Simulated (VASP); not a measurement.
Energy against volume of Zn (hcp). Computed with AM05 GGA, VASP's PBE PAW potentials (set 64) (plane waves; VASP). Run with 520 eV cut-off, 16×16×8 Γ-centred mesh, first-order Methfessel-Paxton smearing of 0.10 eV, potentials Zn.

Shape and ions are relaxed at each volume.

```csv
V (Å³/atom),E (eV/atom)
13.223,-1.36136
13.645,-1.37550
14.067,-1.38147
14.489,-1.38010
```

Question: Fit these four points and predict the energy of the run at 14.911 Å³/atom.

Answer: A cubic in V^(−2/3), the third-order Birch-Murnaghan form, passes through the four points with V0 = 14.19 Å³/atom and B0 = 91 GPa, and gives -1.3722 eV/atom there. The run gave -1.3725 eV/atom, -0.3 meV/atom from the fit; all five points give B0 = 89 GPa.

The compound is Zn in the hcp structure. It was relaxed first, which changed the volume by -6 %.
